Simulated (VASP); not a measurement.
A convergence study with VASP on ZnO (wurtzite): one setting is varied, all else stays as given below, so the limit is that of these other settings. Each run relaxes cell and ions from the cell shown. The basis is that of the starting cell, so low cut-offs carry a Pulay error.

```xyz
4
Lattice="1.6250 -2.8146 0.0000 1.6250 2.8146 0.0000 0.0000 0.0000 5.2100" Properties=species:S:1:pos:R:3 pbc="T T T"
Zn     1.6250    -0.9382     2.6050
Zn     1.6250     0.9382     0.0000
O      1.6250    -0.9382     4.5952
O      1.6250     0.9382     1.9902
```

Calculation: PBEsol GGA, VASP's PBE PAW potentials (set 64) (plane waves; VASP). The tightest run used: 800 eV cut-off, 7×7×4 Γ-centred mesh, Gaussian smearing of 0.050 eV, potentials Zn O.

Problem. The settings run are ENCUT = 250; ENCUT = 300; ENCUT = 350; ENCUT = 400; ENCUT = 450; ENCUT = 500; ENCUT = 550; ENCUT = 600; ENCUT = 650; ENCUT = 750; ENCUT = 800. From which on does the relaxed volume stay within 0.1 Å³/atom of the tightest run?

Solution. From ENCUT = 450 on: it is off by 0.080 there and by no more than 0.1 in any finer run, while ENCUT = 400 is off by 0.307.
```
setting      relaxed volume (Å³/atom)  E (eV/atom)  plane waves  difference judged (Å³/atom)
-----------  ------------------------  -----------  -----------  ---------------------------
ENCUT = 250                     9.640      -5.5673          446                        2.222
ENCUT = 300                    10.536      -5.0771          573                        1.326
ENCUT = 350                    11.136      -4.9033          720                        0.726
ENCUT = 400                    11.555      -4.8657          878                        0.307
ENCUT = 450                    11.781      -4.8550         1087                        0.080
ENCUT = 500                    11.854      -4.8527         1224                        0.008
ENCUT = 550                    11.855      -4.8529         1412                        0.006
ENCUT = 600                    11.844      -4.8537         1616                        0.018
ENCUT = 650                    11.841      -4.8543         1822                        0.021
ENCUT = 750                    11.854      -4.8549         2243                        0.008
ENCUT = 800                    11.862      -4.8550         2468                        0.000
```

Left out are rungs that failed or repeat a setting and relaxations that didn't move; long series are thinned to 24 rows.

The compound is ZnO in the wurtzite structure.
